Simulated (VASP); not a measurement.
Consider the following.

```
CELL_PARAMETERS angstrom
      0.00000     3.26051     3.26051
      3.26051     0.00000     3.26051
      3.26051     3.26051     0.00000
ATOMIC_POSITIONS crystal
  In 0.00000 0.00000 0.00000
  Sb 0.25000 0.25000 0.25000
```

These are SCAN meta-GGA, VASP's PBE PAW potentials (set 64) (plane waves; VASP) values and carry that method's errors. Numerical set-up: 520 eV cut-off, 11×11×11 Γ-centred mesh, tetrahedra with Blöchl corrections, potentials In_d Sb.

Unless said otherwise, spin-orbit coupling is left out, though it shifts the bands of the heavy elements here.

What does the run give for the energy per atom (σ→0), band gap (over mesh and band path) with the smallest direct gap where there is one?

```json
{
 "band gap (over mesh and band path)": "none (metal, semimetal or under 0.01 eV)",
 "energy per atom (σ→0)": "-3422.3 kJ/mol of atoms"
}
```

Total energies compare only between runs with the same potentials, cut-off and functional.

The compound is InSb in the zinc blende structure. It was relaxed first.
